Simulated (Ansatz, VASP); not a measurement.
# One calculation of Al12Ga, two programs

```
Al Ga
1.0
     5.72757    0.00000    0.00000
     2.86378    4.96022    0.00000
     0.00000    0.00000   15.67654
Al Ga
12 1
Direct
  0.16667 0.16667 0.06379
  0.66667 0.16667 0.06379
  0.16667 0.66667 0.06379
  0.66667 0.66667 0.06379
  0.84234 0.32410 0.21200
  0.33628 0.32630 0.21042
  0.84268 0.82337 0.21246
  0.34277 0.82303 0.21119
  0.01768 0.98348 0.36484
  0.50528 0.00573 0.35483
  0.98363 0.50099 0.36599
  0.50588 0.47340 0.35417
  0.47247 0.75393 0.49095
```

Alike in both runs: functional PBEsol; k mesh 3 × 3 × 1; occupations fermi-dirac, width 0.1 eV; no spin polarisation.

Ansatz relaxed the structure, and its values are those at the end. VASP's run is a single point on that final structure, the one shown.

```csv
,VASP,Ansatz
version,VASP 6.6.1,Ansatz 0.2.0
potentials or method,"VASP PAW PBE potentials, release 64 (Al, Ga_d)","scalar-relativistic, plane waves, PAW"
plane-wave cutoff (eV),520,420
valence electrons in the cell,49,49
```

|  | VASP | Ansatz | Ansatz less VASP |
| --- | --- | --- | --- |
| rms of the force components (eV/Å) | 0.041 | 0.041 | -0.0001 |

Caveats: the k mesh is coarse (spacing up to 0.42 Å⁻¹), so the values aren't converged; the PAW data sets were made with another functional, which shifts forces and pressure a little (VASP).
